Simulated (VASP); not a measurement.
Given:

```yaml
crystal:
  lattice:
    - [3.98526, 0.00000, 0.00000]
    - [0.00000, 3.98526, 0.00000]
    - [0.00000, 0.00000, 3.98526]
  atoms:
    - { symbol: K, position: [0.00000, 0.00000, 0.00000] }
    - { symbol: Mg, position: [0.50000, 0.50000, 0.50000] }
    - { symbol: F, position: [0.50000, 0.00000, 0.50000] }
    - { symbol: F, position: [0.00000, 0.50000, 0.50000] }
    - { symbol: F, position: [0.50000, 0.50000, 0.00000] }
```

Computed with PBEsol GGA, VASP's PBE PAW potentials (set 64) (plane waves; VASP). Settings: 520 eV cut-off, 6×6×6 Γ-centred mesh, tetrahedra with Blöchl corrections, potentials K_sv Mg F.

Task: What does the run give for the energy per atom (σ→0), band gap (on the k-mesh) with the smallest direct gap where there is one?

Result: 
```json
{
  "band gap (on the k-mesh)": "7.13 eV",
  "smallest direct gap (on the k-mesh)": "7.45 eV",
  "energy per atom (σ→0)": "-487.5 kJ/mol of atoms"
}
```

Total energies compare only between runs with the same potentials, cut-off and functional.

The compound is KMgF3 in the cubic perovskite structure. It was relaxed first.
